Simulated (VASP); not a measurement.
Output of a VASP run:

OSZICAR:
```
       N       E                     dE             d eps       ncg     rms          rms(c)
DAV:   1     0.307202217555E+03    0.30720E+03   -0.15047E+04   584   0.176E+03
DAV:   2     0.140426824865E+02   -0.29316E+03   -0.28302E+03   648   0.452E+02
DAV:   3    -0.102062120205E+02   -0.24249E+02   -0.24072E+02   664   0.144E+02
DAV:   4    -0.109110343798E+02   -0.70482E+00   -0.70421E+00   632   0.270E+01
DAV:   5    -0.109352387186E+02   -0.24204E-01   -0.24204E-01   648   0.492E+00    0.954E+00
DAV:   6    -0.815871873369E+01    0.27765E+01   -0.15109E+01   734   0.320E+01    0.297E+00
DAV:   7    -0.810661154379E+01    0.52107E-01   -0.68429E-01   584   0.556E+00    0.157E+00
DAV:   8    -0.805627741046E+01    0.50334E-01   -0.14499E-01   580   0.389E+00    0.412E-01
DAV:   9    -0.805444294355E+01    0.18345E-02   -0.17016E-02   680   0.949E-01    0.969E-02
DAV:  10    -0.805448712882E+01   -0.44185E-04   -0.16750E-03   578   0.516E-01    0.369E-02
DAV:  11    -0.805441877773E+01    0.68351E-04   -0.18110E-04   624   0.151E-01    0.136E-02
DAV:  12    -0.805441451606E+01    0.42617E-05   -0.50515E-05   670   0.770E-02    0.506E-03
DAV:  13    -0.805441460494E+01   -0.88882E-07   -0.42374E-06   588   0.184E-02    0.123E-03
DAV:  14    -0.805441447912E+01    0.12583E-06   -0.23579E-07   464   0.450E-03    0.203E-04
DAV:  15    -0.805441448431E+01   -0.51950E-08   -0.17015E-08   306   0.155E-03
   1 F= -.80544145E+01 E0= -.80544145E+01  d E =-.833564E-15
```

OUTCAR:
```
------------------------ aborting loop because EDIFF is reached ----------------------------------------
  FORCE on cell =-STRESS in cart. coord.  units (eV):
  Direction    XX          YY          ZZ          XY          YZ          ZX
  --------------------------------------------------------------------------------------
  Total       -0.0186091     -0.0186091     -0.0186091      0.0000000      0.0000000      0.0000000
  in kB       -0.5326281     -0.5326281     -0.5326281      0.0000000      0.0000000      0.0000000
  external PRESSURE =      -0.5326281 kB  Pullay stress =       0.0000000 kB
  volume of cell :       55.98
      direct lattice vectors                 reciprocal lattice vectors
     0.000000000  3.036176572  3.036176572    -0.164680804  0.164680804  0.164680804
     3.036176572  0.000000000  3.036176572     0.164680804 -0.164680804  0.164680804
     3.036176572  3.036176572  0.000000000     0.164680804  0.164680804 -0.164680804
 POSITION                                       TOTAL-FORCE (eV/Angst)
 -----------------------------------------------------------------------------------
      0.00000      0.00000      0.00000        -0.000000      0.000000      0.000000
      1.51809      1.51809      1.51809        -0.000000      0.000000     -0.000000
      4.55426      4.55426      4.55426         0.000000     -0.000000      0.000000
 -----------------------------------------------------------------------------------
    total drift:                                0.000000     -0.000000      0.000000
  FREE ENERGIE OF THE ION-ELECTRON SYSTEM (eV)
  ---------------------------------------------------
  free  energy   TOTEN  =        -8.0544144843 eV

  energy  without entropy=       -8.0544144843  energy(sigma->0) =       -8.05441448
```
(Selected blocks of OUTCAR.)

### POSCAR
```
PbF2
1
    0.0000000000     3.0361765724     3.0361765724
    3.0361765724     0.0000000000     3.0361765724
    3.0361765724     3.0361765724     0.0000000000
Pb F
1 2
Direct
  0.0000000000   0.0000000000   0.0000000000
  0.2500000000   0.2500000000   0.2500000000
  0.7500000000   0.7500000000   0.7500000000
```

Q: Reconstruct the remaining input files.

A: One answer among several that fit: the input of the run itself, vdW-DF2, plane waves, VASP's PBE PAW potentials (set 64).

KPOINTS:
```
Automatic mesh
0
Gamma
6 6 6
0 0 0
```

### INCAR
```
# general
SYSTEM  =PbF2
PREC    =Accurate
ENCUT   =520
LREAL   =.FALSE.   # projection in real space or not
LASPH   =.TRUE.

# electronic loop
EDIFF   =1E-7   # SCF stop (eV)
NELM    =100
ALGO    =Normal   # blocked Davidson
LMAXMIX =4   # l cut-off of mixed one-centre charges

# smearing
ISMEAR  =0   # Gaussian
SIGMA   =0.05   # width (eV)

# functional
GGA     =ML
LUSE_VDW=.TRUE.
AGGAC   =0.0
ZAB_VDW =-1.8867

# ions
ISIF    =2

# output
LWAVE   =.FALSE.
LCHARG  =.FALSE.
```

POTCAR, in this order: Pb_d F (PBE.64 set). Program: vasp_std.

The compound is PbF2 in the fluorite structure, the β form. It was relaxed first, which changed the volume by +7 %.
